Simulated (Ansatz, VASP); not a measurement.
# Cross-check of GaSb between VASP and Ansatz

Wanted: the spread between two codes on one cell, functional and k mesh. The cell is taken from a series of runs on this material, whose earlier steps may have relaxed, scaled, displaced or heated it; both programs get it as it stands.

Main program and level: Ansatz 0.2.0; plane waves, with VASP 6.6.1 beside it; zone-centre phonons at LDA.

### 1. Starting point

Symmetry: F-43m, No. 216, cubic system. The conventional cell has a = 5.840 Å, b = 5.840 Å, c = 5.840 Å, α = 90.00°, β = 90.00°, γ = 90.00°. Ga has 4 Sb at 2.53 Å nearest. Nearest to Sb lie 4 Ga at 2.53 Å. Farther neighbours are not listed.

### 2. Ansatz: zone-centre phonons, LDA, pair 1

Ansatz runs on its PAW soft_1 files.

Second derivatives magnify differences that forces hide, and they need a tight electronic threshold.

input.yaml

```yaml
crystal:
  lattice:
    - [0.0, 2.9199933997, 2.9199933997]
    - [2.9199933997, 0.0, 2.9199933997]
    - [2.9199933997, 2.9199933997, 0.0]
  atoms:
    - { symbol: Ga, position: [0.0, 0.0, 0.0] }
    - { symbol: Sb, position: [0.75, 0.75, 0.75] }
kpoints:
  mp_grid: { grid: [12, 12, 12] }
hamiltonian:
  xc: lda
  pseudopotentials: { kind: paw, azcp: { folder: soft_1 }, xc_functional: pbe }
scf:
  occupations: { method: fixed }
output:
  eigenvalues: true
phonons:
  method: dfpt
```

The run is started by

```console
ansatz run input.yaml --threads 4 --pin off --max-ram 10240MiB --backend cpu --events-out ev --progress --plain --runs-dir out
```

Numbers of over 12 decimals in the logs are rounded to 6 here.

Log:

```text
zone centre: on kpoints.mp_grid the ground state, and the responses unless they are solved on pairs of k-points, stand on 163 of the mesh's 1728 k-points, reduced under 8 symmetry operations, with k and −k counted as one. Each operation leaves every solved displacement unchanged or reverses it
Engine: ansatz 0.2.0, aarch64-unknown-linux-gnu
Pseudopotentials: kind: paw
Pseudopotential: Ga, paw, valence charge 13, recommended cutoff 420 eV (normal), soft_1/Ga.paw.azcp
Pseudopotential: Sb, paw, valence charge 15, recommended cutoff 420 eV (normal), soft_1/Sb.paw.azcp
Functional definition: SPW92
  exchange = slater_x
  correlation = pw_c
Crystal: 2 atoms, lattice volume = 49.794 Å³
Basis set: ecut = 420 eV, 941 PW (Γ), exchange–correlation on 60×60×60 points (8 copies of the dense FFT grid, shifted against one another)
Bands: 18, of which v1, the nominal top of the filled ones, is band 14 counted from 1 (13 counted from 0)
Symmetry: 24 space group operations
k-points: 163 of 1728 (irreducible under 8 space group operations, time reversal used)
Non-local potential: Ga, projectors of the file, l = 0: 2, l = 1: 2, l = 2: 3, l = 3: 1
Non-local potential: Sb, projectors of the file, l = 0: 2, l = 1: 2, l = 2: 2, l = 3: 1
PAW form: soft (Blöchl's): semilocal exchange-correlation on the pseudo side does not see the compensation charge
PAW frozen core: Ga, regenerated for the run's functional, and the local potential with it (the file was generated under x = pbe(κ = 0.804, μ = 0.219515), c = pbe(β = 0.066725))
PAW frozen core: Sb, regenerated for the run's functional, and the local potential with it (the file was generated under x = pbe(κ = 0.804, μ = 0.219515), c = pbe(β = 0.066725))
PAW one-centre angular grid: Ga, 590 points (default); XC on 64 Gauss nodes
PAW one-centre angular grid: Sb, 590 points (default); XC on 64 Gauss nodes
Initial density: superposition of atomic densities (chi_scale 0.1, normalization cell, long waves kept (reshape's long-wave potential 0.00 eV rms))
Initial wavefunctions: pseudopotential atomic-orbital guess
Functional: x = slater, c = lda
SCF iter   1: F=—  HF=-10043.143262 eV  |F-HF|=—  |Δ(HF+E_count)|=         —  Δρ=3.48e-2  dr2=5.09e-1  ethr=3.10e-3  ⟨swp⟩=4.8  Hψ=12534  notcnv=0  defer=285
preconditioner: auto → none  [insulator: Δε(μ)=0.650 eV  Ē_g=15.449 eV  n_scr=14 (ndim 8)  ℏωp=22.3 eV  f_vac=0.000  ε∞_Penn≈3.1]
SCF iter   2: F=—  HF=-10043.017166 eV  |F-HF|=—  |Δ(HF+E_count)|=   1.26e-1  Δρ=1.54e-2  dr2=7.43e-2  ethr=1.82e-3  ⟨swp⟩=2.0  Hψ=4588  notcnv=0  defer=302
SCF iter   3: F=—  HF=-10043.009494 eV  |F-HF|=—  |Δ(HF+E_count)|=   7.67e-3  Δρ=5.48e-3  dr2=1.18e-2  ethr=2.65e-4  ⟨swp⟩=2.7  Hψ=4880  notcnv=0  defer=316
SCF iter   4: F=—  HF=-10043.004313 eV  |F-HF|=—  |Δ(HF+E_count)|=   5.18e-3  Δρ=1.02e-3  dr2=2.93e-4  ethr=4.20e-5  ⟨swp⟩=3.7  Hψ=5827  notcnv=0  defer=318
SCF iter   5: F=—  HF=-10043.004235 eV  |F-HF|=—  |Δ(HF+E_count)|=   7.85e-5  Δρ=4.95e-4  dr2=4.06e-5  ethr=1.05e-6  ⟨swp⟩=2.0  Hψ=4749  notcnv=0  defer=318
SCF iter   6: F=—  HF=-10043.004231 eV  |F-HF|=—  |Δ(HF+E_count)|=   4.03e-6  Δρ=3.46e-5  dr2=4.13e-7  ethr=1.45e-7  ⟨swp⟩=2.2  Hψ=4755  notcnv=0  defer=75
SCF iter   7: F=—  HF=-10043.004231 eV  |F-HF|=—  |Δ(HF+E_count)|=   6.16e-7  Δρ=7.02e-6  dr2=1.46e-8  ethr=1.47e-9  ⟨swp⟩=2.0  Hψ=5166  notcnv=0
SCF iter   8: F=—  HF=-10043.004231 eV  |F-HF|=—  |Δ(HF+E_count)|=   7.43e-9  Δρ=1.28e-6  dr2=2.86e-10  ethr=5.22e-11  ⟨swp⟩=2.0  Hψ=5216  notcnv=0
SCF iter   9: F=-10043.004231 eV  HF=-10043.004231 eV  |F-HF|=3.64e-12  |Δ(HF+E_count)|=  1.56e-10  Δρ=1.19e-7  dr2=3.94e-12  ethr=1.00e-12  ⟨swp⟩=8.7  Hψ=18782  notcnv=0
SCF 1 converged in 9 iterations: F = -10043.004231 eV  dr2 = 3.94e-12
  greatest PAW one-centre occupation: 0.996 electrons in one spin orbital (limit 2), on the Sb atom at site 1 (counted from 0), in its partial waves of l = 2
DFPT response loops at Γ: preconditioner auto → none (the input reference at scf.mixing.eps_inf says where Resta's filter doesn't serve); β = 0.50; Broyden in place of MSR1
SCF converged after 9 iterations
Free energy (F): -10043.004231 eV
Harris-Foulkes:  -10043.004231 eV  (|F-HF|=3.64e-12)
Internal energy: -10043.004231 eV  (E = F + TS)
E sigma→0 (E₀):  -10043.004231 eV
Fermi energy:    9.465115 eV
--- Per-component energies (eV) ---
  E_band       = -222.177406
  E_kinetic    = 281.078175
  E_local      = -3199.581762  (includes V_loc(G=0)·N_el)
  E_nonlocal   = 304.165884
  E_hartree    = 1657.342454
  E_xc         = -163.030894
  E_vxc        = -149.577724  (∫ρ·V_xc dr)
  E_paw        = -6312.622881  (= ΣΔE_a)
  E_vpaw       = -772.946769  (= ΣTr[D̂ρ^β])
  E_aug_tail   = -0.000072  (compensation charges beyond the density's cutoff)
  E_ewald      = -2612.642427
  E_core_change = 2.287292  (= ΣΔE_core)
  E_smearing   = -0.000000  (= −TS)
  E_closure    = 0.000000  (closes the sum)
  Σ components = -10043.004231   (vs F -10043.004231, Δ=0.00e0)
--- Band table (eV; the first three rows and the last of 163) ---
  k-point 0: bands = [... 10 lower, -3.1259, 9.4651, 9.4651, 9.4651, 10.3298, 12.1921, 12.1921, 12.1921]
  k-point 1: bands = [... 10 lower, -3.0414, 8.2529, 9.3067, 9.3067, 10.8959, 12.3999, 12.3999, 12.5982]
  k-point 2: bands = [... 10 lower, -2.7922, 6.6357, 8.9613, 8.9613, 10.8060, 12.8366, 12.8366, 13.8055]
  k-point 162: bands = [... 10 lower, -0.0287, 2.1235, 5.4154, 5.6544, 13.5931, 13.7862, 14.1492, 14.1696]
--- Phonons (Γ-DFPT): 2 representative perturbations + reference, on 163 of 1728 k-points (Σ response iterations 6) ---
  k mesh reduced under 8 symmetry operations, with k and −k counted as one. Each operation leaves every solved displacement unchanged or reverses it
  ASR residual: 7.144e-5 → 0.000e0 eV/Å²; symmetrization residual: 1.138e-5 eV/Å²
  ASR residual per site (eV/Å²): 7.14e-5 4.77e-5
  Γ frequencies (cm⁻¹): 0.00 0.00 0.00 257.07 257.07 257.07
  non-analytic LO–TO correction: not included (Born effective charges unavailable; polar crystals: no LO–TO splitting at Γ)
```

### 3. VASP: zone-centre phonons, LDA, pair 1

The same cell, functional (in two slightly different forms) and mesh now go to VASP, with its own data sets.

Lines of VASP's logs that name or quote its potential files are left out, and so is its time.

INCAR

```
SYSTEM = GaSb
PREC = Accurate
ENCUT = 500
EDIFF = 1E-08
NELM = 120
ISMEAR = 0
SIGMA = 0.01
LREAL = .FALSE.
ALGO = Normal
GGA = CA
NBANDS = 15
LORBIT = 11
LWAVE = .FALSE.
LCHARG = .FALSE.
ISIF = 2
IBRION = 8
LASPH = .TRUE.
GGA_COMPAT = .FALSE.
EFERMI = MIDGAP
KPAR = 2
```

POSCAR

```
GaSb
1.0
    0.0000000000      2.9199933997      2.9199933997
    2.9199933997      0.0000000000      2.9199933997
    2.9199933997      2.9199933997      0.0000000000
Ga Sb
1 1
Direct
    0.0000000000      0.0000000000      0.0000000000
    0.7500000000      0.7500000000      0.7500000000
```

KPOINTS

```
Automatic mesh
0
Gamma
12 12 12
0 0 0
```

Potentials, in the order of the species: Ga_d and Sb (LDA family, release 64).

The run is started by

```console
mpirun -np 2 vasp_std
```

Log:

```text
[banner, memory and clock lines left out]
running    2 mpi-ranks, on    1 nodes
 distrk:  each k-point on    1 cores,    2 groups
 distr:  one band on    1 cores,    1 groups

 POSCAR found type information on POSCAR GaSb
 POSCAR found :  2 types and       2 ions
 LDA part: xc-table for (Slater(with rela. corr.)+CA(PZ))
 , standard interpolation
 POSCAR, INCAR and KPOINTS ok, starting setup
 FFT: planning ... GRIDC
 FFT: planning ... GRID_SOFT
 FFT: planning ... GRID
 WAVECAR not read
 entering main loop
       N       E                     dE             d eps       ncg     rms          rms(c)
DAV:   1     0.791156317574E+02    0.79116E+02   -0.85987E+03  2224   0.151E+03
DAV:   2    -0.266161174909E+01   -0.81777E+02   -0.79214E+02  2510   0.295E+02
DAV:   3    -0.859858075035E+01   -0.59370E+01   -0.58844E+01  2510   0.667E+01
DAV:   4    -0.870549721305E+01   -0.10692E+00   -0.10690E+00  2700   0.100E+01
DAV:   5    -0.870796613140E+01   -0.24689E-02   -0.24689E-02  2719   0.133E+00    0.393E+00
DAV:   6    -0.859314099665E+01    0.11483E+00   -0.83470E-02  3216   0.489E+00    0.232E+00
DAV:   7    -0.854646236008E+01    0.46679E-01   -0.71636E-02  2440   0.218E+00    0.320E-01
DAV:   8    -0.854643532240E+01    0.27038E-04   -0.57737E-03  2653   0.951E-01    0.137E-01
DAV:   9    -0.854648649746E+01   -0.51175E-04   -0.40307E-04  2597   0.174E-01    0.502E-02
DAV:  10    -0.854647588083E+01    0.10617E-04   -0.20703E-05  2835   0.415E-02    0.144E-02
DAV:  11    -0.854647788564E+01   -0.20048E-05   -0.44587E-06  2553   0.189E-02    0.581E-03
DAV:  12    -0.854647783425E+01    0.51391E-07   -0.23548E-07  2870   0.355E-03    0.189E-03
DAV:  13    -0.854647783867E+01   -0.44183E-08   -0.23272E-08  2601   0.159E-03
   1 F= -.85464778E+01 E0= -.85464778E+01  d E =0.000000E+00
 Linear response reoptimize wavefunctions to high precision
DAV:   1    -0.854647783890E+01   -0.23510E-09   -0.89338E-10  2291   0.349E-04
DAV:   2    -0.854647783888E+01    0.23192E-10   -0.12531E-10  1577   0.105E-04
 Linear response DOF=           2
 Linear response progress:
  Degree of freedom:   1/  2
       N       E                     dE             d eps       ncg     rms          rms(c)
RMM:   1    -0.168749240305E+00   -0.16875E+00    0.12326E-01 10464   0.892E+00
RMM:   2    -0.166817922429E+00    0.19313E-02   -0.28081E-02 15852   0.139E+00    0.450E-02
RMM:   3    -0.167020313689E+00   -0.20239E-03   -0.37381E-03 16326   0.436E-01    0.316E-02
RMM:   4    -0.166980161887E+00    0.40152E-04   -0.17771E-03 17783   0.209E-01    0.146E-02
RMM:   5    -0.166999897008E+00   -0.19735E-04   -0.73076E-05 17376   0.500E-02    0.569E-03
RMM:   6    -0.167012325353E+00   -0.12428E-04   -0.67757E-06 17186   0.191E-02    0.700E-04
RMM:   7    -0.167005362452E+00    0.69629E-05   -0.18040E-05 17007   0.850E-03    0.624E-04
RMM:   8    -0.167004742053E+00    0.62040E-06   -0.79025E-06 17264   0.380E-03    0.237E-04
RMM:   9    -0.167005450708E+00   -0.70866E-06   -0.35694E-06 16878   0.177E-03    0.847E-05
RMM:  10    -0.167006039927E+00   -0.58922E-06   -0.22658E-06 17501   0.901E-04    0.251E-05
RMM:  11    -0.167005992900E+00    0.47028E-07   -0.11423E-06 17589   0.459E-04    0.468E-06
RMM:  12    -0.167005847965E+00    0.14493E-06   -0.27425E-07 17113   0.260E-04    0.896E-06
RMM:  13    -0.167005906135E+00   -0.58169E-07   -0.24917E-07 17486   0.169E-04    0.105E-06
RMM:  14    -0.167005880829E+00    0.25306E-07   -0.84439E-08 17491   0.122E-04    0.200E-06
RMM:  15    -0.167005893249E+00   -0.12420E-07   -0.89494E-08 17087   0.983E-05    0.480E-07
RMM:  16    -0.167005881949E+00    0.11300E-07   -0.33749E-08 14110   0.867E-05    0.851E-07
RMM:  17    -0.167005885640E+00   -0.36910E-08   -0.48182E-08 11366   0.808E-05    0.436E-07
 first order change of Fermi-energy   0.11292E+01
 force on displaced ion       1 direction 1 : -10.974  -0.000  -0.000
 Linear response progress:
  Degree of freedom:   2/  2
       N       E                     dE             d eps       ncg     rms          rms(c)
RMM:   1    -0.295862507231E-01   -0.29586E-01   -0.71633E-03 16623   0.158E+00
RMM:   2    -0.264163943231E-01    0.31699E-02   -0.44867E-03 15234   0.467E-01    0.746E-02
RMM:   3    -0.263650931595E-01    0.51301E-04   -0.31529E-04 16837   0.125E-01    0.389E-02
RMM:   4    -0.264009304199E-01   -0.35837E-04   -0.71841E-05 17063   0.511E-02    0.502E-03
RMM:   5    -0.264064644119E-01   -0.55340E-05   -0.10908E-05 17619   0.178E-02    0.314E-03
RMM:   6    -0.263976262799E-01    0.88381E-05    0.14899E-08 17135   0.607E-03    0.975E-04
RMM:   7    -0.263967463793E-01    0.87990E-06    0.13192E-07 17437   0.177E-03    0.335E-04
RMM:   8    -0.263964198264E-01    0.32655E-06   -0.36469E-09 16885   0.594E-04    0.875E-05
RMM:   9    -0.263963890832E-01    0.30743E-07   -0.22043E-08 17573   0.225E-04    0.114E-05
RMM:  10    -0.263963873563E-01    0.17269E-08   -0.28946E-10 16590   0.957E-05    0.118E-05
 first order change of Fermi-energy  -0.11290E+01
 force on displaced ion       2 direction 1 : -10.938   0.000   0.000
 Linear response finished
```

Parts of OUTCAR (step 3):

```text
ion  position               nearest neighbor table
   1  0.000  0.000  0.000-   2 2.53   2 2.53   2 2.53   2 2.53
   2  0.750  0.750  0.750-   1 2.53   1 2.53   1 2.53   1 2.53

  LATTYP: Found a face centered cubic cell.
 ALAT       =     5.8399867994

 Subroutine GETGRP returns: Found 24 space group operations
 (whereof 24 operations were pure point group operations)

The static configuration has the point symmetry T_d .

 Found     72 irreducible k-points:

   k-points           NKPTS =     72   k-points in BZ     NKDIM =     72   number of bands    NBANDS=     15

   dimension x,y,z NGX =    30 NGY =   30 NGZ =   30
   dimension x,y,z NGXF=    60 NGYF=   60 NGZF=   60

   ENCUT  =  500.0 eV  36.75 Ry    6.06 a.u.   7.53  7.53  7.53*2*pi/ulx,y,z

   NELECT =      18.0000    total number of electrons

 k-points in reciprocal lattice and weights: Automatic mesh
   0.00000000  0.00000000  0.00000000       0.001
   0.08333333  0.00000000  0.00000000       0.005
   0.16666667  0.00000000  0.00000000       0.005
   0.25000000  0.00000000  0.00000000       0.005
   0.33333333  0.00000000  0.00000000       0.005
   0.41666667  0.00000000  0.00000000       0.005
   0.50000000  0.00000000  0.00000000       0.002
   0.08333333  0.08333333  0.00000000       0.003
   0.16666667  0.08333333  0.00000000       0.014
[...]
-0.33333333  0.50000000  0.16666667       0.007
  -0.25000000  0.50000000  0.25000000       0.003

 average (electrostatic) potential at core
       1 -65.6157       2 -87.2748

  Total        2.4511165      2.4511165      2.4511165      0.0000000      0.0000000     -0.0000000
  in kB       78.8676546     78.8676546     78.8676546      0.0000000      0.0000000     -0.0000000
  external PRESSURE =      78.8676546 kB  Pullay stress =       0.0000000 kB

  energy-cutoff  :      500.00
  volume of cell :       49.79
      direct lattice vectors                 reciprocal lattice vectors
     0.000000000  2.919993400  2.919993400    -0.171233264  0.171233264  0.171233264
     2.919993400  0.000000000  2.919993400     0.171233264 -0.171233264  0.171233264
     2.919993400  2.919993400  0.000000000     0.171233264  0.171233264 -0.171233264

 POSITION                                       TOTAL-FORCE (eV/Angst)
 -----------------------------------------------------------------------------------
      0.00000      0.00000      0.00000         0.000000      0.000000      0.000000
      4.37999      4.37999      4.37999        -0.000000     -0.000000     -0.000000
 -----------------------------------------------------------------------------------
    total drift:                                0.000001      0.000001      0.000001

 Eigenvectors and eigenvalues of the dynamical matrix
 ----------------------------------------------------

   1 f  =    7.773331 THz    48.841279 2PiTHz  259.290409 cm-1    32.147899 meV
             X         Y         Z           dx          dy          dz
      0.000000  0.000000  0.000000     0.783559    0.150529    0.000000
      4.379990  4.379990  4.379990    -0.591982   -0.113725   -0.000000

   2 f  =    7.773331 THz    48.841279 2PiTHz  259.290409 cm-1    32.147899 meV
             X         Y         Z           dx          dy          dz
      0.000000  0.000000  0.000000     0.150529   -0.783559   -0.000000
      4.379990  4.379990  4.379990    -0.113725    0.591982    0.000000

   3 f  =    7.773331 THz    48.841279 2PiTHz  259.290409 cm-1    32.147899 meV
             X         Y         Z           dx          dy          dz
      0.000000  0.000000  0.000000     0.000000    0.000000    0.797887
      4.379990  4.379990  4.379990     0.000000    0.000000   -0.602807

   4 f/i=    0.006173 THz     0.038787 2PiTHz    0.205914 cm-1     0.025530 meV
             X         Y         Z           dx          dy          dz
      0.000000  0.000000  0.000000    -0.000843   -0.428712   -0.423771
      4.379990  4.379990  4.379990    -0.001116   -0.567452   -0.560911

   5 f/i=    0.006173 THz     0.038787 2PiTHz    0.205914 cm-1     0.025530 meV
             X         Y         Z           dx          dy          dz
      0.000000  0.000000  0.000000     0.602805    0.000086   -0.001286
      4.379990  4.379990  4.379990     0.797885    0.000114   -0.001702

   6 f/i=    0.006173 THz     0.038787 2PiTHz    0.205914 cm-1     0.025530 meV
             X         Y         Z           dx          dy          dz
      0.000000  0.000000  0.000000     0.000975   -0.423771    0.428711
      4.379990  4.379990  4.379990     0.001291   -0.560912    0.567450

 ELASTIC MODULI CONTR FROM IONIC RELAXATION (kBar)
 Direction    XX          YY          ZZ          XY          YZ          ZX
 --------------------------------------------------------------------------------
 XX          -0.0000     -0.0000     -0.0000      0.0000      0.0000      0.0000
 YY          -0.0000     -0.0000     -0.0000      0.0000      0.0000      0.0000
 ZZ          -0.0000     -0.0000     -0.0000      0.0000      0.0000      0.0000
 XY           0.0000      0.0000      0.0000   -388.5098     -0.0000     -0.0000
 YZ           0.0000      0.0000      0.0000     -0.0000   -388.5098      0.0000
 ZX           0.0000      0.0000      0.0000     -0.0000      0.0000   -388.5098
 --------------------------------------------------------------------------------
```

### 4. Differences

Known differences besides the potentials themselves: the two LDA forms differ slightly; fixed occupations in Ansatz, narrow Gaussian smearing in VASP; the data sets hold 28 valence electrons in Ansatz (on its PAW soft_1 files) and 18 in VASP; the cutoff is 420 eV in Ansatz and 500 eV in VASP; VASP's log shows a relativistic correction to its local exchange, Ansatz's none. Total energies have different zeros and are not compared.

Compared:

```tsv
quantity	Ansatz	VASP	difference
optical mode 1 to 3 (cm⁻¹)	257.1	259.3	-0.86 %
```

Modes are paired by rising frequency, not by their patterns, so a pair may set unlike modes beside each other; they are those without the splitting of longitudinal modes.

(Continued in part 2 of 2.)

[Lines on the potential files, build, host, timing and source positions are cut from VASP's logs without a mark.]

[Logs are printed without paths, hosts, clocks, repeated set-up lines and the standing remarks that a program may print on its own settings, such as how far it seeks lower states.]

[Hosts, paths, dates, database ids (printed as entryN), source tags and the programs' standing remarks are cut or masked in the printed files.]
